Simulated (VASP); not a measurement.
```
CELL_PARAMETERS angstrom
      1.45317    -2.51697     0.00000
      1.45317     2.51697     0.00000
      0.00000     0.00000     2.83452
ATOMIC_POSITIONS crystal
  W  0.00000 0.00000 0.00000
  C  0.33333 0.66667 0.50000
```

All values below come from PBE GGA with D4 dispersion, VASP's PBE PAW potentials (set 64) (plane waves; VASP). Run with 520 eV cut-off, 16×16×14 Γ-centred mesh, tetrahedra with Blöchl corrections, potentials W_sv C.

Unless said otherwise, spin-orbit coupling is left out, though it shifts the bands of the heavy elements here.

Question: Tabulate the total density of states (states/eV per cell) against energy (eV; zero at the valence-band maximum or, without a gap, the Fermi level).

Answer: 
```
E (eV) | DOS (states/eV)
    -9.98 |  0.00
    -9.38 |  0.00
    -8.90 |  0.00
    -8.30 |  0.02
    -7.70 | # 0.06
    -7.22 | ## 0.13
    -6.62 | ######################## 1.54
    -6.02 | ############### 0.95
    -5.54 | ########### 0.68
    -4.94 | ########### 0.72
    -4.34 | ################## 1.15
    -3.86 | #################### 1.30
    -3.26 | ########################### 1.77
    -2.66 | ############################## 1.95
    -2.18 | ###### 0.39
    -1.58 | ######################### 1.59
    -0.98 | #################### 1.28
    -0.50 | ########## 0.64
     0.10 | #### 0.24
     0.70 | ### 0.19
     1.18 | ##### 0.31
     1.78 | ########### 0.68
     2.38 | ############# 0.83
     2.86 | ########### 0.70
     3.46 | ############## 0.90
```
Within 2 eV below the Fermi level the largest weight inside VASP's projection spheres is W d, then C p.

The compound is WC in the wc structure. It was relaxed first.
